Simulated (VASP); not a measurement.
Method: PBE GGA, VASP's PBE PAW potentials (set 64) (plane waves; VASP 6.6.1).

Input for VASP

### POSCAR
```
Te2Mo
1
    3.6348240000     0.0000000000     0.0000000000
   -1.8174120000     3.1478490000     0.0000000000
    0.0000000000     0.0000000000    14.9319470000
Te Mo
4 2
Direct
  0.3333330000   0.6666670000   0.6278200000
  0.6666670000   0.3333330000   0.3721800000
  0.6666670000   0.3333330000   0.1278200000
  0.3333330000   0.6666670000   0.8721800000
  0.3333330000   0.6666670000   0.2500000000
  0.6666670000   0.3333330000   0.7500000000
```

**KPOINTS**
```
Automatic
0
G
6 6 6
0.5 0.5 0.5
```

INCAR:
```
! general
SYSTEM =Te2Mo
PREC   =Accurate
ENCUT  =180   ! plane-wave cut-off (eV)
LREAL  =.FALSE.   ! projection in real space or not
LASPH  =.TRUE.

! electronic loop
EDIFF  =1E-6
NELM   =100   ! most electronic steps
ALGO   =Normal
LMAXMIX=4

! smearing
ISMEAR =0   ! Gaussian
SIGMA  =0.01   ! width (eV)

! functional
GGA    =PE   ! PBE

! ions
ISIF   =2

! output
LWAVE  =.FALSE.
LCHARG =.FALSE.
```

POTCAR, in this order: Te Mo_sv (PBE.64 set). Program: vasp_std.

### Question
What will the output report for the number of irreducible k-points (NKPTS), largest plane-wave count, number of space-group operations, FFT grid (NGX, NGY, NGZ)?

### Answer

```yaml
number of irreducible k-points (NKPTS): 36
largest_plane_wave_count: 952
number_of_space_group_operations: 24
FFT grid (NGX, NGY, NGZ): 16 × 16 × 70
```

The structure comes from a computed database's Te2Mo entry; how it stands against other phases isn't given here. The cell was not relaxed at this level. The run is one of a series of settings (ENCUT = 180, KPOINTS 6×6×6 Γ-centred mesh shifted by (0.5, 0.5, 0.5) against the base run), some of them coarse on purpose.
